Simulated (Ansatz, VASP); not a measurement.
Sr2CaCoO6: VASP beside Ansatz

Contents of POSCAR:

```
Sr2CaCoO6
1.0
    0.0000000000      3.9921990000      3.9921990000
    3.9921990000      0.0000000000      3.9921990000
    3.9921990000      3.9921990000      0.0000000000
Ca Sr O Co
1 2 6 1
Direct
    0.0000000000      0.0000000000      0.0000000000
    0.2500000000      0.2500000000      0.2500000000
    0.7500000000      0.7500000000      0.7500000000
    0.7500000000      0.2500000000      0.2500000000
    0.2500000000      0.7500000000      0.2500000000
    0.2500000000      0.7500000000      0.7500000000
    0.7500000000      0.2500000000      0.7500000000
    0.2500000000      0.2500000000      0.7500000000
    0.7500000000      0.7500000000      0.2500000000
    0.5000000000      0.5000000000      0.5000000000
```

File INCAR.step1:

```
PREC     = Accurate       # precision mode
ENCUT    = 520            # plane-wave cutoff, eV
ISMEAR   = 0              # smearing method
SIGMA    = 0.0503         # smearing width, eV
LREAL    = False          # projectors in reciprocal space
LASPH    = True           # aspherical terms in the spheres
NELM     = 80             # most SCF steps
NBANDS   = 48             # bands
GGA      = PE             # functional
ALGO     = Normal         # electronic algorithm
EDIFF    = 1E-4           # SCF threshold, eV
LWAVE    = True           # write WAVECAR
LCHARG   = False          # write CHGCAR
```

Contents of INCAR.step2:

```
PREC     = Accurate       # precision mode
ENCUT    = 520            # plane-wave cutoff, eV
EDIFF    = 1E-6           # SCF threshold, eV
ISMEAR   = 0              # smearing method
SIGMA    = 0.0503         # smearing width, eV
LREAL    = False          # projectors in reciprocal space
LASPH    = True           # aspherical terms in the spheres
NELM     = 80             # most SCF steps
ALGO     = Normal         # electronic algorithm
ISIF     = 2              # what is computed and relaxed
LWAVE    = False          # write WAVECAR
LCHARG   = False          # write CHGCAR
METAGGA  = R2SCAN         # meta-GGA
LMIXTAU  = True         
NBANDS   = 48             # bands
ISTART   = 1
```

Contents of KPOINTS:

```
Automatic mesh
0
Gamma
  4 4 4
```

Input for Ansatz:

```yaml
crystal:
  lattice:
    - [0.0, 3.992199, 3.992199]
    - [3.992199, 0.0, 3.992199]
    - [3.992199, 3.992199, 0.0]
  atoms:
    - { symbol: Ca, position: [0.0, 0.0, 0.0] }
    - { symbol: Sr, position: [0.25, 0.25, 0.25] }
    - { symbol: Sr, position: [0.75, 0.75, 0.75] }
    - { symbol: O, position: [0.75, 0.25, 0.25] }
    - { symbol: O, position: [0.25, 0.75, 0.25] }
    - { symbol: O, position: [0.25, 0.75, 0.75] }
    - { symbol: O, position: [0.75, 0.25, 0.75] }
    - { symbol: O, position: [0.25, 0.25, 0.75] }
    - { symbol: O, position: [0.75, 0.75, 0.25] }
    - { symbol: Co, position: [0.5, 0.5, 0.5] }
  symmetry: { tolerance: 0.0003 }
kpoints:
  mp_grid: { grid: [4, 4, 4], shift: [0, 0, 0] }
magnetization:
  spin_polarized: false
scf:
  occupations: { method: gaussian, width: 0.0503 }
  lower_state_search: light
hamiltonian:
  pseudopotentials: { kind: paw }
  xc: r2scan
basis:
  ecutwfc: 500
output:
  forces: true
  stress: true
  eigenvalues: true
```

The cell was built by a generator and needn't be a form met in nature.

Alike in both runs: task single point; functional r2SCAN; k mesh 4 × 4 × 4; occupations gaussian, width 0.0503 eV; no spin polarisation.

```csv
,VASP,Ansatz
version,VASP 6.6.1,Ansatz 0.2.0
potentials or method,"VASP PAW PBE potentials, release 64 (Ca_sv, Sr_sv, O, Co)",PAW plane waves
plane-wave cutoff (eV),520,500
valence electrons in the cell,75,83
```

|  | VASP | Ansatz | Ansatz less VASP |
| --- | --- | --- | --- |
| gap on the k mesh at the Fermi level (eV) | none | none | - |
| pressure (GPa) | 3.1 | 1.9 | -1.17 |
| rms of the force components (eV/Å) | 2.321 | 2.302 | -0.0191 |

A gap of «none» marks a metal or a gap that the smearing closes. The two sets of potentials don't hold the same shells in valence.

Caveats: the PAW data sets were made with another functional, which shifts forces and pressure a little (VASP); an odd number of electrons without spin polarisation forces a metal; a magnetic or distorted state may lie lower; the run has no spin polarisation, though such a crystal can be magnetic; semilocal functionals often make such compounds metallic where correlation or magnetic order opens a gap, which also shifts bond lengths. Spin polarisation is off, so any magnetic state and its effect on volume and gap are missing. With open d or f shells a metallic result of r2SCAN can be an artefact of self-interaction; +U or a hybrid may open a gap.
